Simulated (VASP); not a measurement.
An input for Quantum ESPRESSO's pw.x (written as the equivalent of a VASP run, and not itself run):

```
&CONTROL
  calculation = 'vc-relax'
  pseudo_dir = './pseudo'
  outdir = './out'
  tprnfor = .true.
  tstress = .true.
  nstep = 60
  forc_conv_thr = 0.00039
/
&SYSTEM
  ibrav = 0
  nat = 4
  ntyp = 2
  ecutwfc = 84
  occupations = 'smearing'
  smearing = 'gaussian'
  degauss = 0.003675
  input_dft = 'pz'
/
&ELECTRONS
  conv_thr = 7.3e-08
  electron_maxstep = 100
/
&IONS
/
&CELL
/
ATOMIC_SPECIES
  Al 26.982 Al.upf
  N 14.007 N.upf
CELL_PARAMETERS angstrom
     1.5550000   -2.6933390    0.0000000
     1.5550000    2.6933390    0.0000000
     0.0000000    0.0000000    4.9800000
ATOMIC_POSITIONS crystal
  Al   0.6666670  0.3333330  0.5000000
  Al   0.3333330  0.6666670  0.0000000
  N    0.6666670  0.3333330  0.8820000
  N    0.3333330  0.6666670  0.3820000
K_POINTS automatic
  9 9 5 0 0 0
```

### Question
Write the VASP files for the same calculation (LDA).

### Answer
Several could match; the one computed here: 
File KPOINTS:
```
Automatic mesh
0
Gamma
9 9 5
0 0 0
```

INCAR:
```
ALGO  =  Normal
EDIFF  =  1E-6
EDIFFG  =  -0.01
ENCUT  =  520
IBRION  =  2
ISIF  =  3
ISMEAR  =  0
LASPH  =  .True.
LCHARG  =  .False.
LREAL  =  .False.
LWAVE  =  .False.
NELM  =  100
NSW  =  60
PREC  =  Accurate
SIGMA  =  0.05
SYSTEM  =  AlN
```

POSCAR:
```
AlN
1.0
  1.5550000000  -2.6933390000   0.0000000000
  1.5550000000   2.6933390000   0.0000000000
  0.0000000000   0.0000000000   4.9800000000
Al N
2 2
direct
  0.6666670000   0.3333330000   0.5000000000
  0.3333330000   0.6666670000   0.0000000000
  0.6666670000   0.3333330000   0.8820000000
  0.3333330000   0.6666670000   0.3820000000
```

POTCAR, in this order: Al N (LDA.64 set). Program: vasp_std.

The two are equivalent in intent, not identical: the potentials are each code's own (VASP's PAW set, PseudoDojo norm-conserving files in pw.x), so ENCUT and ecutwfc are chosen apart and not converted; conv_thr bounds pw.x's estimated SCF error, while EDIFF bounds the energy change between steps; forc_conv_thr acts on force components and is met together with etot_conv_thr.

The compound is AlN in the wurtzite structure. This run relaxes it. Symmetry was kept, so distortions that lower it aren't found.
